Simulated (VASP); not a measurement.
Molecule: FAlSeH2, in a box.

```
F Al Se H
1.0
    12.00000    0.00000    0.00000
     0.00000   13.00000    0.00000
     0.00000    0.00000   13.00000
F Al Se H
1 1 1 2
Direct
  0.40510 0.45498 0.62038
  0.47376 0.46862 0.51158
  0.55380 0.62725 0.48445
  0.48103 0.37598 0.43437
  0.59706 0.59150 0.38485
```

Base run:

| Property | Result |
| --- | --- |
| Program | VASP 6.6.1 |
| Functional | PBE |
| Dispersion | TS |
| Potentials or basis | VASP PAW PBE potentials, release 64 (F, Al, Se, H) |
| Cutoff | 520 eV |
| k mesh | 1 × 1 × 1 |
| Occupations | gaussian, width 0.01 eV |
| Spin | no spin polarisation |

Its results: gap between the frontier levels 4.67 eV; largest force 0.595 eV/Å.

The run is repeated on the same cell with these changes: functional from PBE to PBE0; further incar settings from ALGO = Normal; EDIFF = 1e-07 to ALGO = Normal; EDIFF = 1e-06; NBANDS = 17. What comes out?

Gap between the frontier levels 6.51 eV; largest force 0.169 eV/Å.

Caveats: the PAW data sets were made with another functional, which shifts forces and pressure a little (some runs).

